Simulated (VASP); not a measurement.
Output of a VASP run:

**OSZICAR**
```
       N       E                     dE             d eps       ncg     rms          rms(c)
DAV:   1     0.116848965555E+03    0.11685E+03   -0.78678E+03  1456   0.117E+03
DAV:   2     0.909318318067E+01   -0.10776E+03   -0.10193E+03  1561   0.254E+02
DAV:   3     0.437542260079E+01   -0.47178E+01   -0.46974E+01  1826   0.588E+01
DAV:   4     0.433784807054E+01   -0.37575E-01   -0.37570E-01  1949   0.512E+00
DAV:   5     0.433770374908E+01   -0.14432E-03   -0.14432E-03  1791   0.258E-01    0.179E+01
DAV:   6     0.203584324604E+02    0.16021E+02   -0.22865E+01  1456   0.729E+01    0.674E+00
DAV:   7     0.196973233962E+02   -0.66111E+00   -0.83470E-01  1471   0.954E+00    0.512E+00
DAV:   8     0.197855703218E+02    0.88247E-01   -0.33323E+00  1456   0.246E+01    0.496E+00
DAV:   9     0.198843801790E+02    0.98810E-01   -0.13317E+00  1456   0.169E+01    0.124E+00
DAV:  10     0.200077614006E+02    0.12338E+00   -0.77331E-02  1476   0.365E+00    0.137E+00
DAV:  11     0.198861004796E+02   -0.12166E+00   -0.55217E-02  1456   0.319E+00    0.532E-01
DAV:  12     0.198847154836E+02   -0.13850E-02   -0.20739E-03  1706   0.561E-01    0.332E-01
DAV:  13     0.198840946667E+02   -0.62082E-03   -0.84472E-04  1456   0.369E-01    0.169E-01
DAV:  14     0.198842435110E+02    0.14884E-03   -0.57789E-04  1456   0.339E-01    0.786E-02
DAV:  15     0.198838432173E+02   -0.40029E-03   -0.34643E-04  1466   0.266E-01    0.185E-02
DAV:  16     0.198838390501E+02   -0.41672E-05   -0.34079E-05  1546   0.687E-02    0.780E-03
DAV:  17     0.198838141557E+02   -0.24894E-04   -0.41088E-06  1516   0.272E-02    0.122E-02
DAV:  18     0.198838098999E+02   -0.42558E-05   -0.32677E-06  1476   0.269E-02    0.191E-03
DAV:  19     0.198838084117E+02   -0.14882E-05   -0.88431E-07  1506   0.101E-02    0.105E-03
DAV:  20     0.198838089298E+02    0.51812E-06   -0.12894E-07   911   0.416E-03    0.893E-04
DAV:  21     0.198838086982E+02   -0.23161E-06   -0.31030E-08   763   0.227E-03    0.321E-04
DAV:  22     0.198838086972E+02   -0.10284E-08   -0.49182E-09   728   0.985E-04
   1 F= 0.19883809E+02 E0= 0.19883809E+02  d E =0.000000E+00
       N       E                     dE             ncg
       N       E                     dE             ncg
```

**OUTCAR**
```
------------------------ aborting loop because EDIFF is reached ----------------------------------------
  FORCE on cell =-STRESS in cart. coord.  units (eV):
  Direction    XX          YY          ZZ          XY          YZ          ZX
  --------------------------------------------------------------------------------------
  Total       -0.0132393     -0.0132393     -0.0132393      0.0000000      0.0000000     -0.0000000
  in kB       -0.3085660     -0.3085660     -0.3085660      0.0000000      0.0000000     -0.0000000
  external PRESSURE =      -0.3085660 kB  Pullay stress =       0.0000000 kB
  volume of cell :       68.74
      direct lattice vectors                 reciprocal lattice vectors
     0.000000000  3.251366416  3.251366416    -0.153781499  0.153781499  0.153781499
     3.251366416  0.000000000  3.251366416     0.153781499 -0.153781499  0.153781499
     3.251366416  3.251366416  0.000000000     0.153781499  0.153781499 -0.153781499
 POSITION                                       TOTAL-FORCE (eV/Angst)
 -----------------------------------------------------------------------------------
      0.00000      0.00000      0.00000        -0.000000     -0.000000     -0.000000
      1.62568      1.62568      1.62568         0.000000      0.000000      0.000000
 -----------------------------------------------------------------------------------
    total drift:                                0.000002      0.000002      0.000002
  FREE ENERGIE OF THE ION-ELECTRON SYSTEM (eV)
  ---------------------------------------------------
  free  energy   TOTEN  =        19.8838086972 eV

  energy  without entropy=       19.8838086972  energy(sigma->0) =       19.88380870

 total charge

# of ion       s       p       d       tot
------------------------------------------
    1        0.749   0.409   9.336  10.494
    2        1.385   1.984   0.033   3.401
--------------------------------------------------
tot          2.133   2.393   9.369  13.895
```
(Selected blocks of OUTCAR.)

**POSCAR**
```
HgTe
1
    0.0000000000     3.2513664156     3.2513664156
    3.2513664156     0.0000000000     3.2513664156
    3.2513664156     3.2513664156     0.0000000000
Hg Te
1 1
Direct
  0.0000000000   0.0000000000   0.0000000000
  0.2500000000   0.2500000000   0.2500000000
```

Q: Write an INCAR and KPOINTS that could have produced this output.

A: One answer among several that fit: the input of the run itself, MS2 meta-GGA, plane waves, VASP's PBE PAW potentials (set 64).

KPOINTS_OPT:
```
k-points along high-symmetry lines
10
Line-mode
Reciprocal
  0.000000   0.000000   0.000000 ! GAMMA
 -0.500000  -0.500000   0.000000 ! X

 -0.500000  -0.500000   0.000000 ! X
 -0.375000  -0.375000   0.250000 ! U

 -0.375000   0.000000   0.375000 ! K
  0.000000   0.000000   0.000000 ! GAMMA

  0.000000   0.000000   0.000000 ! GAMMA
 -0.000000  -0.000000   0.500000 ! L

 -0.000000  -0.000000   0.500000 ! L
 -0.500000  -0.250000   0.250000 ! W

 -0.500000  -0.250000   0.250000 ! W
 -0.500000  -0.500000   0.000000 ! X
```

### KPOINTS
```
Automatic mesh
0
Gamma
 11 11 11
0 0 0
```

**INCAR**
```
ALGO = Normal
EDIFF = 1E-7
ENCUT = 520
ISIF = 2
ISMEAR = -5
LASPH = .TRUE.
LCHARG = .FALSE.
LMAXMIX = 6
LMIXTAU = .TRUE.
LORBIT = 11
LREAL = .FALSE.
LWAVE = .FALSE.
METAGGA = MS2
NEDOS = 601
NELM = 100
PREC = Accurate
SYSTEM = HgTe
```

POTCAR, in this order: Hg Te (PBE.64 set). Program: vasp_std.

For a metal the tetrahedron method with Blöchl corrections gives inexact stress and forces.

The compound is HgTe in the zinc blende structure. It was relaxed first.
